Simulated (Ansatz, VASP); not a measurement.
**Pt16CO: VASP beside Ansatz**

```
Pt C O
1.0
     5.54937    0.00000    0.00000
     2.77469    4.80590    0.00000
     0.00000    0.00000   24.79657
Pt C O
16 1 1
Direct
  0.00000 0.00000 0.36295
  0.50000 0.00000 0.36295
  0.00000 0.50000 0.36295
  0.50000 0.50000 0.36295
  0.16667 0.16667 0.45432
  0.66667 0.16667 0.45432
  0.16667 0.66667 0.45432
  0.66667 0.66667 0.45432
  0.83498 0.33004 0.54807
  0.33333 0.33333 0.54690
  0.83498 0.83498 0.54807
  0.33004 0.83498 0.54807
  0.00000 0.00000 0.64937
  0.50010 0.99980 0.64010
  0.99980 0.50010 0.64010
  0.50010 0.50010 0.64010
  0.00000 0.00000 0.72353
  0.00000 0.00000 0.76993
```

Alike in both runs: functional PBE; k mesh 9 × 9 × 1; occupations gaussian, width 0.1 eV; no spin polarisation.

Ansatz relaxed the structure, and its values are those at the end. VASP's run is a single point on that final structure, the one shown.

```csv
,VASP,Ansatz
version,VASP 6.6.1,Ansatz 0.2.0
potentials or method,"VASP PAW PBE potentials, release 64 (Pt, C, O)","scalar-relativistic, plane waves, PAW"
plane-wave cutoff (eV),520,420
valence electrons in the cell,170,298
```

```tsv
	VASP	Ansatz	Ansatz less VASP
rms of the force components (eV/Å)	0.248	0.203	-0.0453
```

The two sets of potentials don't hold the same shells in valence.

Caveats: the standard files for N, O and F lose accuracy on very short bonds. The runs have no spin-orbit coupling, so splittings on Pt are missing.
